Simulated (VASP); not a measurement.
Input:

```
CELL_PARAMETERS angstrom
      3.38331     0.00000     0.00000
     -1.69165     2.93002     0.00000
      0.00000     0.00000     5.86541
ATOMIC_POSITIONS crystal
  B  0.00000 0.00000 0.00000
  B  0.00000 0.00000 0.50000
  Bi 0.33333 0.66667 0.25000
  Bi 0.66667 0.33333 0.75000
```

These are PBEsol GGA, VASP's PBE PAW potentials (set 64) (plane waves; VASP) values and carry that method's errors. Run with 620 eV cut-off, 10×10×5 Γ-centred mesh, first-order Methfessel-Paxton smearing of 0.10 eV, potentials B Bi_d.

Energy and stress use the plane-wave basis of the starting cell.

Question: The ions, cell shape and volume at an external pressure of 45.0 GPa are relaxed. Give the cell that the relaxation ends in.

Answer: 
```
CELL_PARAMETERS angstrom
      3.27459     0.00000     0.00000
     -1.63730     2.83586     0.00000
      0.00000     0.00000     5.85599
ATOMIC_POSITIONS crystal
  B  0.00000 0.00000 0.00000
  B  0.00000 0.00000 0.50000
  Bi 0.33333 0.66667 0.25000
  Bi 0.66667 0.33333 0.75000
```
Space group P6_3/mmc (194), at a tolerance of 0.03 Å.

Question: How do energy and volume change from the first to the last step?

Answer: The energy (σ→0) changes by +213.9 meV/atom and the volume by -6.5 %, in 13 ionic steps.

The structure was generated: BBi was put into the NiAs type type (P6_3/mmc), which need not be its known phase. This run relaxes it under an external pressure of 45 GPa. Symmetry was kept, so distortions that lower it aren't found.
